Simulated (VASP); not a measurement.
Runs of VASP 6.6.1 on COH2. The cell holds a molecule in a box, 4 atoms: a = 12.495 Å, b = 12.995 Å, c = 13.495 Å, α = 90.00°, β = 90.00°, γ = 90.00°. 

| task | level | potentials or basis | cell | cutoff (eV) | atoms held fixed (from 0) | gap on the mesh (eV) | largest force (eV/Å) |
| --- | --- | --- | --- | --- | --- | --- | --- |
| single point | RPBE | VASP PAW PBE potentials, release 64 (C, O, H) | as given | 400 | - | 3.58 | 0.40 |
| single point | PBE+D3 | VASP PAW PBE potentials, release 64 (C, O, H) | as given | 400 | - | 3.52 | (b) |
| relaxation of the atoms | PBE+D3(BJ) | VASP PAW PBE potentials, release 64 (C, O, H) | atoms relaxed | 400 | [0] | 3.53 | - |
| single point | PBE+D3(BJ) | VASP PAW PBE potentials, release 64 (C, O, H) | as given | 520 | - | 3.52 | 0.03 |
| single point | rev-vdW-DF2 | VASP PAW PBE potentials, release 64 (C, O, H) | as given | 400 | - | 3.54 | 0.10 |
| single point | optB86b-vdW | VASP PAW PBE potentials, release 64 (C, O, H) | as given | 400 | - | (a) | 0.07 |
| single point | LDA | VASP PAW LDA potentials, release 64 (C, O, H) | as given | 400 | - | 3.35 | 0.77 |
| single point | PBE+D4 | VASP PAW PBE potentials, release 64 (C, O, H) | as given | 400 | - | 3.52 | 0.03 |

Alike in all rows: no spin polarisation; k mesh 1 × 1 × 1; smearing gaussian 0.01 eV.

**Question.** Estimate the missing entries.

**Answer.** (a) 3.56; (b) 0.04.

Caveats: the standard files for N, O and F lose accuracy on very short bonds; the PAW data sets were made with another functional, which shifts forces and pressure a little (some runs).

